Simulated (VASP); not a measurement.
Crystal: Zn.

```
Zn
1.0
     2.67000    0.00000    0.00000
    -1.33500    2.31229    0.00000
     0.00000    0.00000    4.96600
Zn
2
Direct
  0.33333 0.66667 0.25000
  0.66667 0.33333 0.75000
```

- Program: VASP 6.6.1
- Task: relaxation of cell and atoms
- Functional: LDA
- Potentials or basis: VASP PAW LDA potentials, release 64 (Zn)
- Cutoff: 600 eV
- k mesh: 18 × 18 × 8
- Occupations: methfessel-paxton, width 0.1 eV
- Spin: no spin polarisation

At the start: pressure -8.8 GPa; volume 15.33 Å³/atom.

How do energy, volume and symmetry change on relaxing?

Over 4 steps the energy falls by 52.4 meV/atom and the volume is 13.73 Å³/atom (-10.5 %); space group P6_3/mmc (No. 194, to 0.05 Å).

Step by step:
| step | energy change (eV) | largest force (eV/Å) | pressure (GPa) | volume (Å³) |
| --- | --- | --- | --- | --- |
| 1 | 0.0000 | 0.0000 | -8.84 | 30.66 |
| 2 | -0.1029 | 0.0000 | 1.04 | 27.05 |
| 3 | -0.1047 | 0.0000 | 0.37 | 27.34 |
| 4 | -0.1048 | 0.0000 | -0.05 | 27.45 |

Final structure:
```
Zn
1.0
     2.56120    0.00000    0.00000
    -1.28060    2.21806    0.00000
     0.00000    0.00000    4.83284
Zn
2
Direct
  0.33333 0.66667 0.25000
  0.66667 0.33333 0.75000
```

Caveat: the volume moved by -10 % from the deposited cell, more than functionals usually miss.
